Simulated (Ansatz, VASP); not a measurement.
# Cross-check of MgTlF3 between VASP and Ansatz, part 2 of 2

Wanted: the spread between two codes on one cell, functional and k mesh. The cell is generated by rule, not measured, and may not be a known phase. The cell is taken from a series of runs on this material, whose earlier steps may have relaxed, scaled, displaced or heated it; both programs get it as it stands.

VASP 6.6.1 and Ansatz 0.2.0.

So far: The structure; VASP: relaxation of cell and atoms, PBEsol; Ansatz: relaxation of cell and atoms, PBEsol.

The structure was built from a prototype and need not be the compound's stable phase.

### 4. Comparison

Known differences besides the potentials themselves: fixed occupations in Ansatz, narrow Gaussian smearing in VASP; the data sets hold 44 valence electrons in Ansatz (on its PAW soft_1 files) and 36 in VASP; the cutoff is 420 eV in Ansatz and 600 eV in VASP; Ansatz makes its cores anew for this functional, VASP keeps those of its PBE data sets; Ansatz adds a Pulay correction to the stress that steers its cell, VASP none. Total energies have different zeros and are not compared.

The two programs side by side:

```tsv
quantity	Ansatz	VASP	difference
volume (Å³)	67.77	67.27	+0.74 %
edge a after relaxation, in the typed setting (Å)	4.077	4.067	+0.25 %
```

### 5. VASP: zone-centre phonons, PBEsol

Second derivatives magnify differences that forces hide, and they need a tight electronic threshold.

INCAR

```
SYSTEM = MgTlF3
PREC = Accurate
ENCUT = 600
EDIFF = 1E-08
NELM = 120
ISMEAR = 0
SIGMA = 0.01
LREAL = .FALSE.
ALGO = Normal
GGA = PS
NBANDS = 24
LORBIT = 11
LWAVE = .FALSE.
LCHARG = .FALSE.
ISIF = 2
IBRION = 8
LEPSILON = .TRUE.
LASPH = .TRUE.
GGA_COMPAT = .FALSE.
EFERMI = MIDGAP
KPAR = 2
```

POSCAR

```
MgTlF3
1.0
    4.0770543301      0.0000000000      0.0000000000
    0.0000000000      4.0770543301      0.0000000000
    0.0000000000      0.0000000000      4.0770543301
Tl Mg F
1 1 3
Direct
    0.0000000000      0.0000000000      0.0000000000
    0.5000000000      0.5000000000      0.5000000000
    0.5000000000      0.5000000000      0.0000000000
    0.5000000000      0.0000000000      0.5000000000
    0.0000000000      0.5000000000      0.5000000000
```

KPOINTS

```
Automatic mesh
0
Gamma
8 8 8
0 0 0
```

Potentials, in the order of the species: Tl_d, Mg and F (PBE family, release 64).

Launch:

```sh
$ mpirun -np 2 vasp_std
```

Numbers of over 12 decimals in the logs are rounded to 6 here.

The log of the run:

```text
[banner, memory and clock lines left out]
running    2 mpi-ranks, on    1 nodes
[...]
[... a notice as in an earlier step ...]

 LDA part: xc-table for (Slater+PW92), standard interpolation
 POSCAR, INCAR and KPOINTS ok, starting setup
[...]
entering main loop
       N       E                     dE             d eps       ncg     rms          rms(c)
DAV:   1     0.241548964492E+03    0.24155E+03   -0.21925E+04  1696   0.160E+03
DAV:   2    -0.153572144891E+02   -0.25691E+03   -0.25083E+03  1968   0.357E+02
DAV:   3    -0.262997707724E+02   -0.10943E+02   -0.10922E+02  1928   0.728E+01
DAV:   4    -0.263612810176E+02   -0.61510E-01   -0.61503E-01  2040   0.607E+00
[...]
DAV:  14    -0.243101014305E+02    0.14565E-06   -0.65306E-08  1896   0.200E-03    0.274E-04
DAV:  15    -0.243101014618E+02   -0.31279E-07   -0.42069E-09  1344   0.487E-04    0.714E-05
DAV:  16    -0.243101014595E+02    0.22837E-08   -0.91999E-10  1200   0.225E-04
   1 F= -.24310101E+02 E0= -.24310101E+02  d E =0.000000E+00
[...]
RMM:  12    -0.536706191126E+00    0.59757E-08   -0.51704E-09  7587   0.765E-05    0.209E-07
 first order change of Fermi-energy  -0.67645E-04
 force on displaced ion       3 direction 1 :  -2.330   0.000   0.000
 Born effective charge ion    3 direction 1 :  -1.494   0.000   0.000
 Linear response progress:
  Degree of freedom:   4/  4
       N       E                     dE             d eps       ncg     rms          rms(c)
RMM:   1    -0.535558859174E+00   -0.53556E+00    0.79870E-01  6127   0.371E+00
RMM:   2    -0.535346219032E+00    0.21264E-03   -0.52855E-03  5638   0.430E-01    0.100E-01
RMM:   3    -0.536683764971E+00   -0.13375E-02   -0.40963E-04  4978   0.110E-01    0.561E-02
RMM:   4    -0.538578514239E+00   -0.18947E-02   -0.42123E-04  4921   0.106E-01    0.123E-02
[...]
RMM:  10    -0.538493055063E+00    0.25348E-06   -0.60527E-09  5873   0.799E-05    0.320E-06
RMM:  11    -0.538493114490E+00   -0.59427E-07   -0.63530E-09  5815   0.698E-05    0.526E-07
RMM:  12    -0.538493115396E+00   -0.90550E-09   -0.93254E-09  4444   0.672E-05    0.199E-07
 first order change of Fermi-energy   0.48721E-04
 force on displaced ion       3 direction 3 :  -0.000   0.000  -7.632
 Born effective charge ion    3 direction 3 :   0.000   0.000  -1.124
 Born effective charges drift removed
 Linear response finished
```

Parts of OUTCAR (step 5):

```text
  Total       -0.2545698     -0.2545698     -0.2545698      0.0000000     -0.0000000     -0.0000000
[...]
2     0.00000    -1.12382     0.00000
    3    -0.00000    -0.00000    -1.49359
 ion    5
    1    -1.12382     0.00000     0.00000
    2    -0.00000    -1.49359    -0.00000
    3     0.00000    -0.00000    -1.49359

 MACROSCOPIC STATIC DIELECTRIC TENSOR IONIC CONTRIBUTION
 ------------------------------------------------------
          12.747624    -0.000000    -0.000000
          -0.000000    12.747624     0.000000
          -0.000000     0.000000    12.747624
 ------------------------------------------------------

[... 1 part as in an earlier step ...]
```

### 6. Ansatz: zone-centre phonons, PBEsol

The same cell, functional and mesh now go to Ansatz, which takes its cutoff from its data sets.

The cell is taken from a series of runs on this material, whose earlier steps may have relaxed, scaled, displaced or heated it; both programs get it as it stands.

input.yaml

```yaml
crystal:
  lattice:
    - [4.0770543301, 0.0, 0.0]
    - [0.0, 4.0770543301, 0.0]
    - [0.0, 0.0, 4.0770543301]
  atoms:
    - { symbol: Tl, position: [0.0, 0.0, 0.0] }
    - { symbol: Mg, position: [0.5, 0.5, 0.5] }
    - { symbol: F, position: [0.5, 0.5, 0.0] }
    - { symbol: F, position: [0.5, 0.0, 0.5] }
    - { symbol: F, position: [0.0, 0.5, 0.5] }
kpoints:
  mp_grid: { grid: [8, 8, 8] }
hamiltonian:
  xc: pbesol
  pseudopotentials: { kind: paw, azcp: { folder: soft_1 }, xc_functional: pbe }
scf:
  occupations: { method: fixed }
output:
  eigenvalues: true
phonons:
  method: dfpt
  dielectric: true
  rigid_motions: translations
```

Launch:

```sh
$ ansatz run input.yaml --threads 4 --pin off --max-ram 16384MiB --backend cpu --events-out ev --progress --plain --runs-dir out
```

The log of the run:

```text
[...]
Crystal: 5 atoms, lattice volume = 67.770 Å³
Basis set: ecut = 420 eV, 1357 PW (Γ), exchange–correlation on 60×60×60 points (8 copies of the dense FFT grid, shifted against one another)
Bands: 27, of which v1, the nominal top of the filled ones, is band 22 counted from 1 (21 counted from 0)
Symmetry: 48 space group operations
k-points: 170 of 512 (irreducible under 2 space group operations, time reversal used)
[...]
optical modes at Γ + LO–TO along q̂ = [1.0000, 0.0000, 0.0000]:
      ω (cm⁻¹)  modes    IR ((D/Å)²/amu)
[...]
optical modes at Γ + LO–TO along q̂ = [0.0000, 1.0000, 0.0000]:
      ω (cm⁻¹)  modes    IR ((D/Å)²/amu)
[...]
optical modes at Γ + LO–TO along q̂ = [0.0000, 0.0000, 1.0000]:
      ω (cm⁻¹)  modes    IR ((D/Å)²/amu)
[...]
242.43      2            12.2946
        318.30      1             2.1651
        390.15      2             6.7609
        464.56      1             9.4504
[key lines of the parts left out:]
SCF converged after 11 iterations
Free energy (F): -15616.676063 eV
Fermi energy:    5.803880 eV
```

### 7. Differences

What differs besides the data sets and the points named for the pairs above, as far as they apply: VASP's response is taken on the typed mesh, Ansatz refines its own for the field response alone; the data sets hold 44 valence electrons in Ansatz (on its PAW soft_1 files) and 36 in VASP. Total energies have different zeros and are not compared.

The two programs side by side:

```tsv
quantity	Ansatz	VASP	difference
ε∞ xx	3.27	3.24	+0.72 %
ε∞ yy	3.27	3.24	+0.72 %
ε∞ zz	3.27	3.24	+0.72 %
Born charge of Tl1 (mean of the diagonal) (e)	1.94	1.94	+0.01
Born charge of Mg2 (mean of the diagonal) (e)	2.18	2.17	+0.01
Born charge of F3 (mean of the diagonal) (e)	-1.37	-1.37	0.00
optical mode 1 to 3 (cm⁻¹)	92.0	91.7	+0.33 %
optical mode 4 to 6 (cm⁻¹)	187.3	186.4	+0.49 %
optical mode 7 to 9 (cm⁻¹)	242.4	243.7	-0.54 %
optical mode 10 to 12 (cm⁻¹)	390.1	389.6	+0.15 %
```

Modes are paired by rising frequency, not by their patterns, so a pair may set unlike modes beside each other; they are those without the splitting of longitudinal modes.

### 8. What came out

| Quantity | Value |
| --- | --- |
| difference in volume (relaxation of cell and atoms, PBEsol) | 0.74 % |
| r.m.s. difference of the optical zone-centre modes, each program's sorted by frequency (zone-centre phonons, PBEsol) | 0.86 cm⁻¹ |
| difference in ε∞ xx (zone-centre phonons, PBEsol) | +0.7 % |

What this shows: The difference in volume is 0.74 % (relaxation of cell and atoms, PBEsol), within the 1.2 % picked in this series as the mark of a large difference, as far as the stopping tolerances let one tell. The data sets hold unlike numbers of valence electrons (44 in Ansatz and 36 in VASP), so part of the differences comes from the potentials. Among the rows given in per cent, the largest difference of the zone-centre phonons, PBEsol pair is in ε∞ xx, +0.7 %. 1 further run of this series is not shown here. Such differences can come from data sets, numerical settings and the points named under the comparisons, not from the functional's error against experiment.

[Lines on the potential files, build, host, timing and source positions are cut from VASP's logs without a mark.]

[Logs are printed without paths, hosts, clocks, repeated set-up lines and the standing remarks that a program may print on its own settings, such as how far it seeks lower states.]

[Hosts, paths, dates, database ids (printed as entryN), source tags and the programs' standing remarks are cut or masked in the printed files.]
